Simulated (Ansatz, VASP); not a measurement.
NbRu3C in VASP and in Ansatz

INCAR

```
PREC = Accurate ; ENCUT = 520
EDIFF = 1E-7 ; ISMEAR = 1
SIGMA = 0.05 ; LREAL = False
LASPH = True ; NELM = 100
ALGO = Normal ; ISIF = 2
LWAVE = False ; LCHARG = False
GGA = PE ; NBANDS = 38
```

Contents of KPOINTS:

```
regular mesh
0
Gamma
  6 6 6
```

The input POSCAR:

```
NbRu3C
1.0
    4.1643286325      0.0000000000      0.0000000000
    0.0000000000      4.1643286325      0.0000000000
    0.0000000000      0.0000000000      4.1643286325
Nb Ru C
1 3 1
Direct
    0.0000000000      0.0000000000      0.0000000000
    0.0000000000      0.5000000000      0.5000000000
    0.5000000000      0.0000000000      0.5000000000
    0.5000000000      0.5000000000      0.0000000000
    0.5000000000      0.5000000000      0.5000000000
```

Input for Ansatz:

```yaml
crystal:
  lattice:
    - [4.164328632481393, 0.0, 0.0]
    - [0.0, 4.164328632481393, 0.0]
    - [0.0, 0.0, 4.164328632481393]
  atoms:
    - { symbol: Nb, position: [0.0, 0.0, 0.0] }
    - { symbol: Ru, position: [0.0, 0.5, 0.5] }
    - { symbol: Ru, position: [0.5, 0.0, 0.5] }
    - { symbol: Ru, position: [0.5, 0.5, 0.0] }
    - { symbol: C, position: [0.5, 0.5, 0.5] }
basis:
  ecutwfc: 550.0
kpoints:
  mp_grid:
    grid: [6, 6, 6]
hamiltonian:
  xc: pbe
  pseudopotentials:
    kind: paw
scf:
  max_iter: 50
  convergence:
    dr2_threshold: 1.0e-09
  occupations:
    method: methfessel_paxton
    width: 0.05
output:
  stress: true
```

The cell comes from a database or a generator and needn't be the stable form of this composition.

Alike in both runs: task single point; functional PBE; k mesh 6 × 6 × 6; occupations methfessel-paxton of order 1, width 0.05 eV; no spin polarisation.

|  | VASP | Ansatz |
| --- | --- | --- |
| version | VASP 6.6.1 | Ansatz 0.2.0 |
| potentials or method | VASP PAW PBE potentials, release 64 (Nb_sv, Ru_pv, C) | plane waves, PAW |
| plane-wave cutoff (eV) | 520 | 550 |
| valence electrons in the cell | 59 | 65 |

|  | VASP | Ansatz | Ansatz less VASP |
| --- | --- | --- | --- |
| pressure (GPa) | -19.7 | -19.6 | +0.10 |

The two sets of potentials don't hold the same shells in valence. Ansatz warned: «stress_scf_threshold_loose».

Caveats: so large a pressure means that the cell lies far from this level's equilibrium, or that cutoff or potentials fall short (VASP).
